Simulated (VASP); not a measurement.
Here is the system:

```
CELL_PARAMETERS angstrom
     -2.12687     2.12687     5.26010
      2.12687    -2.12687     5.26010
      2.12687     2.12687    -5.26010
ATOMIC_POSITIONS crystal
  La 0.00000 0.00000 0.00000
  Ga 0.61998 0.61998 0.00000
  Ga 0.38002 0.38002 0.00000
  Ga 0.75000 0.25000 0.50000
  Cu 0.25000 0.75000 0.50000
```

Method: LDA (Ceperley-Alder, Perdew-Zunger), VASP's LDA PAW potentials (set 64) (plane waves; VASP). Numerical set-up: 300 eV cut-off, 7×7×7 Γ-centred mesh, Gaussian smearing of 0.27 eV, potentials La Ga_d Cu.

At this cut-off the stress carries a Pulay error, which pulls relaxed volumes low.

### Question
Predict the energy per atom (σ→0), pressure, band gap (on the k-mesh) with the smallest direct gap where there is one.

### Answer

| Item | Result |
|---|---|
| band gap (on the k-mesh) | none (metal, semimetal or under 0.01 eV) |
| energy per atom (σ→0) | -4.764 eV/atom |
| pressure | -53.4 kbar |

Total energies compare only between runs with the same potentials, cut-off and functional.

The structure comes from a computed database's LaGa3Cu entry; how it stands against other phases isn't given here. The cell was not relaxed at this level. The electron count is odd and the run is not spin-polarised, which forces a metal.
